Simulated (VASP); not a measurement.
Given:

```
CuCl
1.0
    0.00000     2.62256     2.62256
    2.62256     0.00000     2.62256
    2.62256     2.62256     0.00000
Cu Cl
1 1
Direct
  0.00000   0.00000   0.00000
  0.25000   0.25000   0.25000
```

The numbers are results of PBEsol GGA, VASP's PBE PAW potentials (set 64) (plane waves; VASP 6.6.1), not measurements. Run with 520 eV cut-off, 9×9×9 Γ-centred mesh, Gaussian smearing of 0.050 eV, potentials Cu Cl.

Q: Estimate the energy per atom (σ→0), pressure, band gap (on the k-mesh) with the smallest direct gap where there is one.

A: 
The band gap (on the k-mesh) comes out as 0.61 eV. The smallest direct gap (on the k-mesh) is 0.61 eV and the energy per atom (σ→0) is -3.527 eV/atom. The pressure is 2.02 GPa.

Total energies compare only between runs with the same potentials, cut-off and functional.

The compound is CuCl in the zinc blende structure. This cell is one point of a volume scan, at 0.97 of the reference volume.
